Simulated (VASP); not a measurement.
Crystal: MgCd2Te3.

```
Mg Cd Te
1.0
     4.13163   -4.47375    0.00000
     4.13163    4.47375    0.00000
     0.00000    0.00000    4.63526
Mg Cd Te
1 2 3
Direct
  0.50000 0.50000 0.50000
  0.78055 0.78055 0.50000
  0.21945 0.21945 0.50000
  0.50000 0.50000 0.00000
  0.00000 0.50000 0.00000
  0.50000 0.00000 0.00000
```

The cell was built by a generator and needn't be a form met in nature.

```yaml
Program: VASP 6.6.1
Task: relaxation of cell and atoms
Functional: PBE
Potentials_or_basis: VASP PAW PBE potentials, release 64 (Mg, Cd, Te)
Cutoff: 520 eV
k_mesh: 3 × 3 × 3
Occupations: gaussian, width 0.15 eV
Spin: no spin polarisation
```

At the start: pressure 14.8 GPa; volume 28.56 Å³/atom.

Task: How do energy, volume and symmetry change on relaxing?

Result: Over 8 steps the energy falls by 543.3 meV/atom and the volume is 35.59 Å³/atom (+24.6 %); space group Cmmm (No. 65, to 0.05 Å).

Step by step:
| step | energy change (eV) | largest force (eV/Å) | pressure (GPa) | volume (Å³) |
| --- | --- | --- | --- | --- |
| 1 | 0.0000 | 3.7056 | 14.77 | 171.36 |
| 2 | -2.8732 | 0.1171 | -2.30 | 243.99 |
| 3 | -2.9742 | 0.4161 | -0.85 | 226.93 |
| 4 | -2.9753 | 0.3803 | -1.00 | 228.20 |
| 5 | -3.1172 | 0.2462 | -0.74 | 222.44 |
| 6 | -3.2228 | 0.0425 | 1.14 | 204.55 |
| 7 | -3.2509 | 0.0790 | 0.50 | 209.84 |
| 8 | -3.2600 | 0.0008 | -0.03 | 213.56 |

Final structure:
```
Mg Cd Te
1.0
     4.96840   -4.14854    0.00000
     4.96840    4.14854    0.00000
     0.00000    0.00000    5.18049
Mg Cd Te
1 2 3
Direct
  0.50000 0.50000 0.50000
  0.80644 0.80644 0.50000
  0.19356 0.19356 0.50000
  0.50000 0.50000 0.00000
  0.00000 0.50000 0.00000
  0.50000 0.00000 0.00000
```

Caveat: the k mesh is coarse (spacing up to 0.45 Å⁻¹), so the values aren't converged; the volume moved by over 15 % at a fixed basis, so the end points are rough.
